**Q:** I have computed pressures for cubic AlO, squeezed by up to 6 % in volume and stretched by 2 %. I need the pull and the energy at 4 % and 6 % stretch. Can I lay a ruler through the last points and read them off?

**A:** Look first at whether the points lie on a line.

Cubic AlO (Pm-3m, 2 atoms per cell) at scaled volumes, computed with VASP 6.6.1: PBE without spin polarisation, recommended PAW PBE potentials, 520 eV cutoff, 10×10×10 k mesh, Fermi-Dirac smearing of 0.05 eV. Cell shape and fractional coordinates are fixed; energies are counted from the minimum of the fitted curve.

| volume (Å³/atom) | energy (meV/atom) | pressure (GPa) |
| --- | --- | --- |
| 9.98 | 17.030 | 8.910 |
| 10.19 | 7.310 | 5.610 |
| 10.41 | 1.750 | 2.610 |
| 10.62 | -0.020 | -0.130 |
| 10.83 | 1.730 | -2.630 |
| 11.04 | ? | ? |
| 11.25 | ? | ? |

The volumes go up in equal steps of 2 % of the cell at 10.62 Å³ per atom. A positive pressure means that the crystal must be squeezed to that volume, a negative one that it must be pulled. From the first row to the second the pressure drops by 3.30 GPa, but over the last known step by only 2.50 GPa. The steps between shrink in order, so the curve flattens as the cell grows.

**Q:** How much is that in terms of stiffness?

**A:** The bulk modulus $K$ is the pressure change divided by the fractional volume change, $K=-V\,\Delta P/\Delta V$. In the middle of the first and of the last known step this gives

$$K \approx 0.95\times\frac{3.30}{0.02}\approx 157\ \text{GPa},\qquad K \approx 1.01\times\frac{2.50}{0.02}\approx 126\ \text{GPa}.$$

The solid has lost a fifth of its stiffness while its volume grew by about 6 %. That is a little over three per cent of stiffness for each per cent of volume. A ruler ignores this loss.

**Q:** Why should a crystal get softer when it is stretched? I would have thought that a bond pulls harder the more I extend it.

**A:** Both happen, and two limiting cases show how they fit together. Push the atoms very close, and the electrons are confined to less and less room. Their kinetic energy climbs, and the filled shells of neighbouring atoms resist overlap. The pressure then rises without limit, and ever more steeply.

Now go to the other end and draw the atoms far apart. They no longer feel each other, so no pull is needed to hold them there. The pull is therefore zero at the equilibrium volume and zero again at very large volume. In between it must grow, reach a maximum and fade. A curve that starts steep and has to turn over at a maximum must flatten on the way.

**Q:** And what happens between the limits, where my data are?

**A:** At equilibrium, attraction and repulsion between the atoms balance. Stretch the cell a little and both weaken, but the repulsion weakens faster because it depends more steeply on distance. The attraction is left with a surplus, and that surplus is the pull you feel. As the stretch goes on, there is less repulsion left to lose, and the attraction itself is fading. Each further step therefore adds less pull than the one before. Geometry works the same way. Pressure is force per area, the area grows with the cell, and each equal step in volume lengthens the bonds a little less than the last. Even ideal springs along the bonds would therefore bend the curve, and theory expects this to supply a sizeable minority of the bend. The weakening of the bonds supplies the rest.

The table shows the softening, but it holds only total energies and pressures. The division into attraction and repulsion is an argument from general theory. It applies to ionic, covalent and metallic solids alike, so the shape of this curve can't tell you which kind of bond holds AlO together.

**Q:** Could the pull already reach its maximum within the next two steps?

**A:** The known rows speak against it. Each pressure step is smaller than the last by roughly a quarter of a gigapascal, and the latest step still amounts to 2.50 GPa. At that rate it would take about ten more steps to bring the change to zero. The shrinkage itself is slowing down, so the maximum should lie further out still. Either way, the two rows you want come well before it. The pressure should go on falling there, in still smaller steps.

**Q:** The energies look different to me. At 2 % compression I read 1.75 meV per atom, at 2 % stretch 1.73. Isn't that a symmetric well, like an ideal spring?

**A:** It looks symmetric because you are too close to the bottom. Plotted against volume, not even ideal springs along the bonds would give a symmetric well. For small changes every smooth well is a parabola, and the asymmetry comes in only with the cube of the volume change. At 2 % it should be about a tenth of a meV. The true minimum also lies slightly below 10.62 Å³, which raises the energy on the stretched side and nearly cancels so small a difference.

The cube makes the asymmetry eight times larger at 4 % and 27 times larger at 6 %, while the effect of the displaced minimum grows only in proportion to the stretch. So I expect stretching by 4 % and 6 % to cost visibly less energy than compressing by the same amounts. The slightly negative energy at 10.62 Å³ needs no physics: energies are counted from the minimum of a fitted curve, and this point lies a hair below it.

**Q:** Then give me numbers. What formula do you use?

**A:** The Birch-Murnaghan form, which builds in a steep rise on compression and a gradual softening on expansion. With $x$ as the volume divided by that of the cell at 10.62 Å³, and $w=x^{-2/3}-1$ as the measure of strain, the pressure is

$$P = x^{-5/3}\left(P_0 + a\,w + b\,w^2\right).$$

A least-squares fit to the five known pressures gives $P_0=-0.131$, $a=196.5$ and $b=-60$ GPa. The constant $a$ carries the stiffness near equilibrium, and $b$ adjusts how fast it is lost. At 4 % stretch $x=1.04$ and $w=-0.0258$, so that

$$P \approx 0.937\times(-0.131-5.07-0.04)\approx -4.91\ \text{GPa}.$$

**Q:** How do you get from there to the energy?

**A:** The energy is the work done against the pull. Between the last known row and the 4 % row, the pull grows from 2.63 to 4.91 GPa, with an average of 3.77 GPa. One correction is needed first: the slope of the known energies corresponds to a pull 0.10 GPa weaker than the computed pressures say. That leaves 3.67 GPa, acting over a volume step of 0.212 Å³ per atom. With $c=6.24$ as the factor that converts GPa Å³ to meV,

$$E \approx 1.73 + c\times 3.67\times 0.212 \approx 6.6\ \text{meV per atom}.$$

For the forecasts I integrate the fitted pressure curve exactly. The correction and the zero of energy are then set by least squares on the five known energies. The short sum above gives the same result to the digits shown.

**Q:** Where does that 0.10 GPa come from? Energy and pressure belong to the same crystal.

**A:** Probably from the finite set of plane waves that describes the electrons. At a fixed energy cutoff, a larger cell is given more waves, and the energy curve benefits from them. The pressure in a single calculation is worked out with the set of waves held fixed, which makes the cell seem a little too eager to contract. This is known as Pulay stress, and the sign agrees. The smearing can add a small offset of its own if the energies are not the free energies to which the stress belongs. A run with a higher cutoff would test the Pulay reading.

**Q:** And how far do you trust the forecast?

**A:** I repeated the pressure fit without the constant $b$. The forecasts moved by 0.07 GPa at 4 % and by 0.13 GPa at 6 %, and I take shifts of that size as a fair measure of doubt about the formula. The error bars are a judgement based on them:

- At 11.04 Å³: pressure −4.91 ± 0.07 GPa, energy 6.6 ± 0.15 meV per atom.
- At 11.25 Å³: pressure −6.99 ± 0.15 GPa, energy 14.4 ± 0.3 meV per atom.

These bars assume that the electrons stay in the same kind of state. With nine valence electrons per cell and spin switched off, at least one band has to remain partly filled. If stretching changed which bands are filled, the curve could bend in a way that five smooth points don't foretell.

**Q:** Let me see the computed values.

The withheld rows as computed:

| volume (Å³/atom) | energy (meV/atom) | pressure (GPa) |
| --- | --- | --- |
| 11.04 | 6.620 | -4.900 |
| 11.25 | 14.390 | -6.970 |

**A:** All four lie inside their ranges. The pressure steps go on shrinking, to 2.27 and then 2.07 GPa, as forecast. The forecast pull is too strong by 0.01 GPa at 4 % and by 0.02 GPa at 6 %. Before rounding, the forecast energies were 6.60 and 14.37 meV per atom. Both computed values lie 0.02 meV per atom higher, which is about as much as the worst misfit among the known energies.

**Q:** Then your error bars were far too wide.

**A:** On the evidence of these two neighbouring points, yes: the misses are at least seven times smaller than the bars. I had sized them by asking what happens if the constant $b$ is dropped, and that turned out to be the wrong doubt. Without $b$, the pressures would have missed by 0.06 and 0.11 GPa, with the pull too weak in both rows. AlO softens more slowly than the shorter form assumes, and the known rows had already fixed $b$ well enough to capture that. Nor does the curve show any bend that would point to a change in band filling, though the bands themselves were not examined.

**Q:** What would my ruler have cost me?

**A:** Laid through the last two known points, it adds 2.50 GPa of pull at every step. At 6 % stretch you would read a pull of $2.63+2\times2.50=7.63$ GPa, against a computed 6.97 GPa. The ruler makes the pull about a tenth too strong. Nor is the well symmetric any longer: compressing by 6 % costs 17.0 meV per atom, stretching by 6 % only 14.4.

**Q:** Can I use this to guess the curve of another solid?

**A:** For a dense solid, yes, in outline; some open frameworks behave differently. Start from the bulk modulus at equilibrium and let it fall by a few per cent for each per cent of added volume. The more steeply the repulsion depends on distance, the faster the stiffness is lost. Expect stretching to be cheaper than squeezing, with a difference that is small at 2 %, easily masked by a slightly misplaced minimum, and plain at 6 %. The guess holds as long as the crystal keeps its structure and its electronic state along the way.

**Q:** And may I treat these values as properties of a material I could make?

**A:** Not yet. The calculation keeps the cell cubic, with two atoms in it, and without magnetism. The minimum at 10.62 Å³ shows that this arrangement resists uniform swelling and shrinking. Whether it would distort, become magnetic or fall apart into aluminium and alumina is a separate question that these runs don't answer.
